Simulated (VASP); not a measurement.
Input:

```yaml
crystal:
  lattice:
    - [4.36551, -2.30005, 0.05111]
    - [4.36551, 2.30005, 0.05111]
    - [3.10943, 0.00000, 3.83171]
  atoms:
    - { symbol: Bi, position: [0.23197, 0.23197, 0.23197] }
    - { symbol: Bi, position: [0.76803, 0.76803, 0.76803] }
```

These are revPBE GGA, VASP's PBE PAW potentials (set 64) (plane waves; VASP) values and carry that method's errors. Run with 520 eV cut-off, Gaussian smearing of 0.050 eV, potentials Bi_d.

Give the energies of bands 13 to 18 at the high-symmetry points, in eV from the Fermi level.

```json
[
 {"band": "13", "Γ": "-1.44", "T": "-0.82", "H2": "-3.64", "L": "-1.47", "S0": "-3.90", "F": "-4.17"},
 {"band": "14", "Γ": "-0.97", "T": "-0.48", "H2": "-3.55", "L": "-1.15", "S0": "-2.26", "F": "-2.72"},
 {"band": "15", "Γ": "-0.97", "T": "-0.48", "H2": "-0.51", "L": "-0.29", "S0": "-2.22", "F": "-2.50"},
 {"band": "16", "Γ": "2.28", "T": "0.89", "H2": "0.92", "L": "-0.11", "S0": "2.68", "F": "2.44"},
 {"band": "17", "Γ": "2.81", "T": "0.98", "H2": "4.77", "L": "0.65", "S0": "2.93", "F": "4.55"},
 {"band": "18", "Γ": "2.81", "T": "0.98", "H2": "4.77", "L": "1.29", "S0": "4.92", "F": "5.30"}
]
```

It has no gap at this level: it comes out as a metal or semimetal.

The compound is Bi in the a7 structure. It was relaxed first, which changed the volume by +8 %.
